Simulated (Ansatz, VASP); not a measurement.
## Cross-check of Pb3O4 (Pb3O4 (P4_2/mbc)) between VASP and Ansatz

One calculation is typed for both programs; each brings its own data sets. How far apart do they land? The structure shown is the start of the Ansatz relaxation below; VASP solves that cell, so the two are compared at the walk's first step.

Main program and level: Ansatz 0.2.0; plane waves, with VASP 6.6.1 beside it; single point at r2SCAN.

### Step 1. Set-up

Symmetry: P4_2/mbc, No. 135, tetragonal system. Conventional cell: a = 8.894 Å, b = 8.894 Å, c = 6.646 Å, α = 90.00°, β = 90.00°, γ = 90.00°. Nearest to Pb lie 4 O at 2.23 to 2.78 Å. Nearest to Pb lie 6 O at 2.16 to 2.22 Å. O has 4 Pb at 2.22 to 2.78 Å nearest. O has 3 Pb at 2.16 to 2.23 Å nearest. Farther neighbours and most contacts between anions are not listed.

### Step 2. Ansatz: relaxation, r2SCAN

Ansatz runs on its default PAW (the set named soft_2) files.

The two programs are compared at the cell with which this relaxation starts, whose forces are those of its first step.

input.yaml

```yaml
crystal:
  lattice:
    - [8.893994, 0.0, 0.0]
    - [0.0, 8.893994, 0.0]
    - [0.0, 0.0, 6.6459685]
  atoms:
    - { symbol: Pb, position: [0.16344892, 0.8555605, 0.5] }
    - { symbol: Pb, position: [0.8555605, 0.83655108, 0.0] }
    - { symbol: Pb, position: [0.1444395, 0.16344892, 0.0] }
    - { symbol: Pb, position: [0.33655108, 0.3555605, 0.5] }
    - { symbol: Pb, position: [0.6444395, 0.33655108, 0.0] }
    - { symbol: Pb, position: [0.0, 0.5, 0.75] }
    - { symbol: Pb, position: [0.5, 0.0, 0.25] }
    - { symbol: Pb, position: [0.3555605, 0.66344892, 0.0] }
    - { symbol: Pb, position: [0.0, 0.5, 0.25] }
    - { symbol: Pb, position: [0.83655108, 0.1444395, 0.5] }
    - { symbol: Pb, position: [0.66344892, 0.6444395, 0.5] }
    - { symbol: Pb, position: [0.5, 0.0, 0.75] }
    - { symbol: O, position: [0.86485536, 0.40572737, 0.5] }
    - { symbol: O, position: [0.17141806, 0.32858194, 0.75] }
    - { symbol: O, position: [0.90572737, 0.36485536, 0.0] }
    - { symbol: O, position: [0.67141806, 0.17141806, 0.25] }
    - { symbol: O, position: [0.32858194, 0.82858194, 0.25] }
    - { symbol: O, position: [0.13514464, 0.59427263, 0.5] }
    - { symbol: O, position: [0.59427263, 0.86485536, 0.0] }
    - { symbol: O, position: [0.17141806, 0.32858194, 0.25] }
    - { symbol: O, position: [0.36485536, 0.09427263, 0.5] }
    - { symbol: O, position: [0.82858194, 0.67141806, 0.75] }
    - { symbol: O, position: [0.32858194, 0.82858194, 0.75] }
    - { symbol: O, position: [0.09427263, 0.63514464, 0.0] }
    - { symbol: O, position: [0.40572737, 0.13514464, 0.0] }
    - { symbol: O, position: [0.82858194, 0.67141806, 0.25] }
    - { symbol: O, position: [0.67141806, 0.17141806, 0.75] }
    - { symbol: O, position: [0.63514464, 0.90572737, 0.5] }
basis:
  ecutwfc: 500
  xc_grid: 2
hamiltonian:
  xc: r2scan
kpoints:
  mp_grid: { grid: [3, 3, 4] }
scf:
  occupations: { method: fermi_dirac, width: 0.01 }
  max_iter: 150
output:
  forces: true
  stress: true
relax:
  f_tol: 0.01
  max_steps: 60
  cell: {}
checkpoint:
  write: "../r2scan.run"
  compress: false
  write_wavefunctions: false
  write_every: 100000
```

Run with:

```bash
> ansatz run input.yaml --threads 4 --pin off --max-ram 5652MiB --backend cpu --events-out ev --progress --plain --runs-dir out
```

Numbers of over 12 decimals in the logs are rounded to 6 here.

Log:

```text
Engine: ansatz 0.2.0, aarch64-unknown-linux-gnu
Pseudopotentials: kind: paw
Pseudopotential: Pb, paw, valence charge 14, recommended cutoff 500 eV (meta_gga), Pb.paw.azcp
Pseudopotential: O, paw, valence charge 6, recommended cutoff 500 eV (meta_gga), O.paw.azcp
Functional definition: r2SCAN
  parameter k0 = 0.174
  parameter k1 = 0.065
  parameter a1 = 4.9479
  exchange = r2scan_x(k0 = k0, k1 = k1, a1 = a1)
  correlation = r2scan_c
Crystal: 28 atoms, lattice volume = 525.717 Å³
Basis set: ecut = 500 eV, 13381 PW (Γ), exchange–correlation on 144×144×100 points (8 copies of the dense FFT grid, shifted against one another)
Bands: 160, of which v1, the nominal top of the filled ones, is band 132 counted from 1 (131 counted from 0)
Symmetry: 16 space group operations
Space group: P42/mbc (ITA 135), of the structure as read, at distance tolerance 8.1e-5 Å
k-points: 9 of 36
Non-local potential: Pb, projectors of the file, l = 0: 2, l = 1: 2, l = 2: 2, l = 3: 2
Non-local potential: O, projectors of the file, l = 0: 2, l = 1: 2, l = 2: 1
PAW form: soft (Blöchl's): semilocal exchange-correlation on the pseudo side does not see the compensation charge
PAW frozen core: Pb, regenerated for the run's functional (the file was generated under x = pbe(κ = 0.804, μ = 0.219515), c = pbe(β = 0.066725))
PAW frozen core: O, regenerated for the run's functional (the file was generated under x = pbe(κ = 0.804, μ = 0.219515), c = pbe(β = 0.066725))
PAW one-centre angular grid: Pb, 590 points (default); XC on 160 Gauss nodes
PAW one-centre angular grid: O, 302 points (default); XC on 160 Gauss nodes
Initial density: superposition of atomic densities (neutral atoms: chi_scale 0, normalization atom), corrected by the library's trained network
Initial wavefunctions: pseudopotential atomic-orbital guess
Functional: x = r2scan, c = r2scan; τ floored in thin density (d = 2e-4 eV/Å³)
SCF iter   1: F=—  HF=-152138.293840 eV  |F-HF|=—  |Δ(HF+E_count)|=         —  Δρ=9.03e-3  dr2=3.11e-1  dr2_τ=7.25e-1  ethr=1.77e-3  ⟨swp⟩=6.8  Hψ=6821  notcnv=0  defer=30
preconditioner: auto → Resta (q_TF=auto, 2.432 Å⁻¹)  ε∞=3.6  [insulator: Δε(μ)=1.539 eV  Ē_g=16.234 eV  σ=0.010 eV  W_gap=1.00  n_scr=136 (ndim 8)  ℏωp=26.3 eV  f_vac=0.092  D(μ)=0.00/eV (n_scr^D=0)  ε∞_Penn≈3.6]
SCF iter   2: F=—  HF=-152138.634968 eV  |F-HF|=—  |Δ(HF+E_count)|=   3.41e-1  Δρ=4.86e-3  dr2=6.57e-2  dr2_τ=6.15e-3  ethr=1.18e-4  ⟨swp⟩=3.0  Hψ=2918  notcnv=0  defer=206
SCF iter   3: F=—  HF=-152138.632550 eV  |F-HF|=—  |Δ(HF+E_count)|=   2.42e-3  Δρ=2.15e-3  dr2=2.17e-2  dr2_τ=3.13e-3  ethr=2.49e-5  ⟨swp⟩=3.1  Hψ=2469  notcnv=0  defer=143
automatic band count: iteration 3 solves 153 bands in place of 160: the levels show a gap, and the empty bands left out lie too high to hold charge; the band table lists the bands solved (type scf.n_extra_bands for more)
SCF iter   4: F=—  HF=-152138.629997 eV  |F-HF|=—  |Δ(HF+E_count)|=   2.55e-3  Δρ=8.26e-4  dr2=2.89e-3  dr2_τ=4.94e-4  ethr=8.23e-6  ⟨swp⟩=2.3  Hψ=2385  notcnv=0  defer=143
SCF iter   5: F=—  HF=-152138.629915 eV  |F-HF|=—  |Δ(HF+E_count)|=   8.26e-5  Δρ=2.27e-4  dr2=1.59e-4  dr2_τ=1.88e-5  ethr=1.09e-6  ⟨swp⟩=2.0  Hψ=1718  notcnv=0  defer=143
SCF iter   6: F=—  HF=-152138.629998 eV  |F-HF|=—  |Δ(HF+E_count)|=   8.32e-5  Δρ=6.32e-5  dr2=2.29e-5  dr2_τ=1.36e-6  ethr=6.01e-8  ⟨swp⟩=2.0  Hψ=1738  notcnv=0  defer=143
SCF iter   7: F=—  HF=-152138.629946 eV  |F-HF|=—  |Δ(HF+E_count)|=   5.17e-5  Δρ=2.36e-5  dr2=3.07e-6  dr2_τ=2.80e-7  ethr=8.69e-9  ⟨swp⟩=2.0  Hψ=2427  notcnv=0  defer=143
SCF iter   8: F=—  HF=-152138.629946 eV  |F-HF|=—  |Δ(HF+E_count)|=   1.45e-7  Δρ=6.40e-6  dr2=2.60e-7  dr2_τ=5.02e-9  ethr=1.16e-9  ⟨swp⟩=2.0  Hψ=1738  notcnv=0  defer=143
SCF iter   9: F=-152138.629946 eV  HF=-152138.629946 eV  |F-HF|=6.96e-9  |Δ(HF+E_count)|=   6.05e-8  Δρ=1.69e-6  dr2=1.68e-8  dr2_τ=7.37e-10  ethr=3.79e-11  ⟨swp⟩=5.0  Hψ=5345  notcnv=0
SCF 1 converged in 9 iterations: F = -152138.629946 eV  dr2 = 1.68e-8
  greatest PAW one-centre occupation: 0.986 electrons in one spin orbital (limit 2), on the Pb atom at site 8 (counted from 0), in its partial waves of l = 2
relax step   1: F+E_penalty+E_count = -152138.62994613 eV  Δ(F+E_penalty+E_count) = +0.000e0 eV  max|allowed force component| = 8.014e-2 eV/Å  Δτ_max = 0.0000 Å  P = -0.482 GPa  Ω = 525.717 Å³  (9 SCF iters, dr2 threshold 1.00e-7 eV, accepted)
[...]
relax step   3: F+E_penalty+E_count = -152138.63696078 eV  Δ(F+E_penalty+E_count) = -2.592e-3 eV  max|allowed force component| = 7.205e-3 eV/Å  Δτ_max = 0.0081 Å  P = +0.016 GPa  Ω = 525.176 Å³  energy of the carried Pulay correction = +1.289e-4 eV  (6 SCF iters, dr2 threshold 2.52e-7 eV, accepted)
[...]
relax step   4: F+E_penalty+E_count = -152138.63679233 eV  Δ(F+E_penalty+E_count) = +1.684e-4 eV  max|allowed force component| = 7.255e-3 eV/Å  Δτ_max = 0.0000 Å  P = +0.016 GPa  Ω = 525.176 Å³  stress off target by 3.00e-2 GPa  SCF on the basis re-selected at this cell (its energy is not comparable with the rows above)  (6 SCF iters)
basis re-selected at this cell: Δ(F+E_penalty+E_count) = +1.684e-4 eV, ΔP = +0.000 GPa vs the last step (what re-selecting the basis moved, of the pressure what is left beyond the Pulay correction that the steps carried, after the strain that the cell walked since its last selection, with what the two solves' SCF thresholds leave and, on support functions, any second-order correction that the steps lacked; it is no m [...]
SCF converged after 6 iterations
Free energy (F): -152138.636792 eV
Harris-Foulkes:  -152138.636792 eV  (|F-HF|=5.82e-11)
Internal energy: -152138.636792 eV  (E = F + TS)
E sigma→0 (E₀):  -152138.636792 eV
Fermi energy:    7.650730 eV
--- Per-component energies (eV) ---
  E_band       = -1023.203294
  E_kinetic    = 6275.026865
  E_local      = -21982.347959  (includes V_loc(G=0)·N_el)
  E_nonlocal   = 5003.789052
  E_hartree    = 8819.148442
  E_xc         = -3645.835521
  E_vxc        = -3395.572114  (∫ρ·V_xc dr)
  E_paw        = -127820.130233  (= ΣΔE_a)
  E_vpaw       = -4796.315169  (= ΣTr[D̂ρ^β])
  E_aug_tail   = 0.016034  (compensation charges beyond the density's cutoff)
  E_vtau       = 233.902852  (kinetic-family band-sum trace: ∫τ·v_τ [+ j·A + Jᵃ·Aᵃ] dr)
  E_ewald      = -18799.378447
  E_core_change = 11.074974  (= ΣΔE_core)
  E_smearing   = -0.000000  (= −TS)
  E_closure    = -0.000000  (closes the sum)
  Σ components = -152138.636792   (vs F -152138.636792, Δ=0.00e0)
--- Forces (eV/Å), atoms counted from 1 ---
  atom   1  Pb    -0.00570696    -0.00470012     0.00000000
  atom   2  Pb    -0.00470012     0.00570696     0.00000000
  atom   3  Pb     0.00470012    -0.00570696     0.00000000
  atom   4  Pb     0.00570696    -0.00470012     0.00000000
  atom   5  Pb     0.00470012     0.00570696     0.00000000
  atom   6  Pb    -0.00000000    -0.00000000     0.00000000
  atom   7  Pb     0.00000000     0.00000000     0.00000000
  atom   8  Pb    -0.00470012    -0.00570696     0.00000000
  atom   9  Pb     0.00000000    -0.00000000     0.00000000
  atom  10  Pb     0.00570696     0.00470012     0.00000000
  atom  11  Pb    -0.00570696     0.00470012     0.00000000
  atom  12  Pb     0.00000000     0.00000000     0.00000000
  atom  13  O      0.00725473    -0.00621268     0.00000000
  atom  14  O      0.00443930    -0.00443930    -0.00000000
  atom  15  O     -0.00621268     0.00725473     0.00000000
  atom  16  O      0.00443930     0.00443930     0.00000000
  atom  17  O     -0.00443930    -0.00443930     0.00000000
  atom  18  O     -0.00725473     0.00621268     0.00000000
  atom  19  O      0.00621268     0.00725473     0.00000000
  atom  20  O      0.00443930    -0.00443930    -0.00000000
  atom  21  O      0.00725473     0.00621268     0.00000000
  atom  22  O     -0.00443930     0.00443930     0.00000000
  atom  23  O     -0.00443930    -0.00443930     0.00000000
  atom  24  O      0.00621268    -0.00725473     0.00000000
  atom  25  O     -0.00621268    -0.00725473     0.00000000
  atom  26  O     -0.00443930     0.00443930    -0.00000000
  atom  27  O      0.00443930     0.00443930    -0.00000000
  atom  28  O     -0.00725473    -0.00621268     0.00000000
  max |Σ_I F_I| component: 1.73e-18 eV/Å
--- Stress (GPa, compression-positive) ---
        0.029960       0.000000       0.000000
        0.000000       0.029960       0.000000
        0.000000       0.000000      -0.011860
  P = ⅓ Tr σ = 0.0160 GPa (0.160 kbar)
--- Relaxed structure (3 steps of the walk, 3 accepted, 1 SCFs on fresh bases) ---
  F+E_penalty+E_count = -152138.63679233 eV   max|allowed force component| = 7.255e-3 eV/Å   (the final SCF, on the basis selected at the relaxed cell)
  cell:  # Å, volume = 525.1761 Å³
    - [8.899036, 0, 0.0]
    - [0, 8.899036, 0.0]
    - [0.0, 0.0, 6.631611]
  atoms:
    - { symbol: Pb, position: [0.164144, 0.854901, 0.5] }
    - { symbol: Pb, position: [0.854901, 0.835856, 0] }
    - { symbol: Pb, position: [0.145099, 0.164144, 0] }
    - { symbol: Pb, position: [0.335856, 0.354901, 0.5] }
    - { symbol: Pb, position: [0.645099, 0.335856, 0] }
    - { symbol: Pb, position: [0, 0.5, 0.75] }
    - { symbol: Pb, position: [0.5, 0, 0.25] }
    - { symbol: Pb, position: [0.354901, 0.664144, 0] }
    - { symbol: Pb, position: [0, 0.5, 0.25] }
    - { symbol: Pb, position: [0.835856, 0.145099, 0.5] }
    - { symbol: Pb, position: [0.664144, 0.645099, 0.5] }
    - { symbol: Pb, position: [0.5, 0, 0.75] }
    - { symbol: O, position: [0.865562, 0.405664, 0.5] }
    - { symbol: O, position: [0.171021, 0.328979, 0.75] }
    - { symbol: O, position: [0.905664, 0.365562, 0] }
    - { symbol: O, position: [0.671021, 0.171021, 0.25] }
    - { symbol: O, position: [0.328979, 0.828979, 0.25] }
    - { symbol: O, position: [0.134438, 0.594336, 0.5] }
    - { symbol: O, position: [0.594336, 0.865562, 0] }
    - { symbol: O, position: [0.171021, 0.328979, 0.25] }
    - { symbol: O, position: [0.365562, 0.094336, 0.5] }
    - { symbol: O, position: [0.828979, 0.671021, 0.75] }
    - { symbol: O, position: [0.328979, 0.828979, 0.75] }
    - { symbol: O, position: [0.094336, 0.634438, 0] }
    - { symbol: O, position: [0.405664, 0.134438, 0] }
    - { symbol: O, position: [0.828979, 0.671021, 0.25] }
    - { symbol: O, position: [0.671021, 0.171021, 0.75] }
    - { symbol: O, position: [0.634438, 0.905664, 0.5] }
```

(Part 1 of 2 ends here.)

[Lines on the potential files, build, host, timing and source positions are cut from VASP's logs without a mark.]

[Logs are printed without paths, hosts, clocks, repeated set-up lines and the standing remarks that a program may print on its own settings, such as how far it seeks lower states.]

[Hosts, paths, dates, database ids (printed as entryN), source tags and the programs' standing remarks are cut or masked in the printed files.]
